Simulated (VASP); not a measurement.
Here is the system:

```
Ca
1.0
    0.00000     2.78630     2.78630
    2.78630     0.00000     2.78630
    2.78630     2.78630     0.00000
Ca
1
Direct
  0.00000   0.00000   0.00000
```

The numbers are results of r2SCAN meta-GGA, VASP's PBE PAW potentials (set 64) (plane waves; VASP), not measurements. Run with 480 eV cut-off, 10×10×10 Γ-centred mesh, first-order Methfessel-Paxton smearing of 0.10 eV, potentials Ca_sv.

Problem. What does the run give for the energy per atom (σ→0), band gap (on the k-mesh) with the smallest direct gap where there is one?

Solution. 
The band gap (on the k-mesh) comes out as none (metal, semimetal or under 0.01 eV) and the energy per atom (σ→0) comes out as -7.034 eV/atom.

The absolute energy has meaning only against runs of the same code, potentials and settings.

The compound is Ca in the fcc structure. It was relaxed first.
